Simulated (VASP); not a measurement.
A run of VASP 6.6.1:

Contents of INCAR:

```
SYSTEM = Mg2CdO3
  PREC = Accurate
  ENCUT = 520
  EDIFF = 1E-6
  ISMEAR = 0
  SIGMA = 0.03
  LREAL = .FALSE.
  LASPH = .TRUE.
  NELM = 150
  ALGO = Normal
  ISIF = 2
  LWAVE = .FALSE.
  LCHARG = .FALSE.
  METAGGA = R2SCAN
  LMIXTAU = .TRUE.
  KPAR = 4
```

File KPOINTS:

```
Automatic mesh
0
G
  6 6 6
  0 0 0
```

The input POSCAR:

```
Mg2CdO3
1.0
    5.1406100000     -2.9572300000      0.0000000000
    5.1406100000      2.9572300000      0.0000000000
    0.0000000000      0.0000000000      5.3512300000
Mg Cd O
4 2 6
Direct
    0.8345410000      0.5066930000      0.0023540000
    0.1654590000      0.4933070000      0.5023540000
    0.5066930000      0.8345410000      0.5023540000
    0.4933070000      0.1654590000      0.0023540000
    0.1758390000      0.8241610000      0.9911660000
    0.8241610000      0.1758390000      0.4911660000
    0.5321230000      0.8334830000      0.8742560000
    0.1665170000      0.4678770000      0.8742560000
    0.1968350000      0.8031650000      0.4174100000
    0.8334830000      0.5321230000      0.3742560000
    0.4678770000      0.1665170000      0.3742560000
    0.8031650000      0.1968350000      0.9174100000
```

Potentials or basis: VASP PAW PBE potentials, release 64 (Mg, Cd, O).

Command:

```sh
$ cat potpaw_PBE.64/Mg/POTCAR potpaw_PBE.64/Cd/POTCAR potpaw_PBE.64/O/POTCAR > POTCAR
$ mpirun -np 4 vasp_std > vasp.out
```

Hardware: 4 MPI ranks on AMD EPYC 9R45 96-Core Processor (Zen 5), on a shared host.

Task: How long does it take, and how much memory?

Result: Wall time 7.1 min on 4 MPI ranks on AMD EPYC 9R45 96-Core Processor (Zen 5) (shared host), peak memory 0.51 GiB a rank. Counts: scf iterations 23, k points 52.
